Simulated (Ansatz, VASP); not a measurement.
One calculation of Be2ZnTe2Se, two programs

```
CELL_PARAMETERS angstrom
3.58356 0.00000 0.00000
0.00000 3.58356 0.00000
0.00000 0.00000 11.24113
ATOMIC_POSITIONS crystal
Be 0.50000 0.00000 0.57249
Be 0.00000 0.50000 0.42751
Zn 0.50000 0.50000 0.00000
Te 0.50000 0.00000 0.35446
Te 0.00000 0.50000 0.64554
Se 0.00000 0.00000 0.00000
```

Change from the starting cell: species swapped into the Zr2SiTe2As type (P-4m2, No. 115).

Alike in both runs: functional PBE; k mesh 6 × 6 × 2; occupations gaussian, width 0.1 eV; no spin polarisation.

Ansatz relaxed the structure, and its values are those at the end. VASP's run is a single point on that final structure, the one shown.

```csv
,VASP,Ansatz
version,VASP 6.6.1,Ansatz 0.2.0
potentials or method,"VASP PAW PBE potentials, release 64 (Be, Zn, Te, Se)","scalar-relativistic, plane waves, PAW"
plane-wave cutoff (eV),520,420
valence electrons in the cell,34,64
```

VASP gave:

| Property | Result |
| --- | --- |
| gap on the k mesh at the Fermi level (eV) | none |
| pressure (GPa) | 0.2 |
| rms of the force components (eV/Å) | 0.007 |

Question: Which values does Ansatz return?

Answer: gap on the k mesh at the Fermi level (eV): none; pressure (GPa): 0.0; rms of the force components (eV/Å): 0.004.

A gap of «none» marks a metal or a gap that the smearing closes. The two sets of potentials don't hold the same shells in valence.

Spin-orbit coupling is left out, which matters for the levels of Te.
